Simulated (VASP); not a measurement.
Energy against volume of NaF (rock salt). The numbers are results of PBE GGA with D3 dispersion (Becke-Johnson damping), VASP's PBE PAW potentials (set 64) (plane waves; VASP), not measurements. Numerical set-up: 520 eV cut-off, 10×10×10 Γ-centred mesh, Gaussian smearing of 0.050 eV, potentials Na_pv F.

```json
[
 {"V (Å³/atom)": "11.640", "E (eV/atom)": "-4.44538"},
 {"V (Å³/atom)": "12.011", "E (eV/atom)": "-4.45197"},
 {"V (Å³/atom)": "12.383", "E (eV/atom)": "-4.45432"},
 {"V (Å³/atom)": "12.754", "E (eV/atom)": "-4.45313"}
]
```

Fit these four points and predict the energy of the run at 13.126 Å³/atom.

A cubic in V^(−2/3), the third-order Birch-Murnaghan form, passes through the four points with V0 = 12.43 Å³/atom and B0 = 50 GPa, and gives -4.4490 eV/atom there. The run gave -4.4489 eV/atom, +0.1 meV/atom from the fit; all five points give B0 = 50 GPa.

The compound is NaF in the rock salt structure. It was relaxed first.
